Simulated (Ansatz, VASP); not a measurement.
## One calculation of Nb4O3, two programs

```
CELL_PARAMETERS angstrom
4.40320 0.00000 0.00000
0.00000 4.40320 0.00000
0.00000 0.00000 4.40320
ATOMIC_POSITIONS crystal
Nb 0.50000 0.50000 0.50000
Nb 0.50000 0.00000 0.00000
Nb 0.00000 0.50000 0.00000
Nb 0.00000 0.00000 0.50000
O 0.50000 0.50000 0.00000
O 0.00000 0.50000 0.50000
O 0.50000 0.00000 0.50000
```

Change from the starting cell: species swapped into the W3N4 type (Pm-3m, No. 221).

Alike in both runs: functional PBE; k mesh 4 × 4 × 4; occupations gaussian, width 0.1 eV; no spin polarisation.

Ansatz relaxed the structure, and its values are those at the end. VASP's run is a single point on that final structure, the one shown.

|  | VASP | Ansatz |
| --- | --- | --- |
| version | VASP 6.6.1 | Ansatz 0.2.0 |
| potentials or method | VASP PAW PBE potentials, release 64 (Nb_sv, O) | scalar-relativistic, plane waves, PAW |
| plane-wave cutoff (eV) | 520 | 420 |
| valence electrons in the cell | 70 | 70 |

|  | VASP | Ansatz | Ansatz less VASP |
| --- | --- | --- | --- |
| gap on the k mesh at the Fermi level (eV) | none | none | - |
| pressure (GPa) | -0.3 | 0.1 | +0.37 |

A gap of «none» marks a metal or a gap that the smearing closes. The functional is the same, so the differences come from potentials, cutoffs and numerics.
